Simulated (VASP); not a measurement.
Data:

```
GaN
1.0
    0.00000     2.29618     2.29618
    2.29618     0.00000     2.29618
    2.29618     2.29618     0.00000
Ga N
1 1
Direct
  0.00000   0.00000   0.00000
  0.25000   0.25000   0.25000
```

Method: vdW-DF-cx, VASP's PBE PAW potentials (set 64) (plane waves; VASP). Run with 520 eV cut-off, 10×10×10 Γ-centred mesh, Gaussian smearing of 0.050 eV, potentials Ga_d N.

Task: Give the stress tensor in GPa (positive for a compressed cell).

Result: 
```
-9.44   0.00   0.00
 0.00  -9.44   0.00
 0.00   0.00  -9.44
```
The pressure is its mean diagonal, -9.44 GPa.

The compound is GaN in the zinc blende structure, a metastable form; wurtzite is the usual one. This cell is one point of a volume scan, at 1.06 of the reference volume.
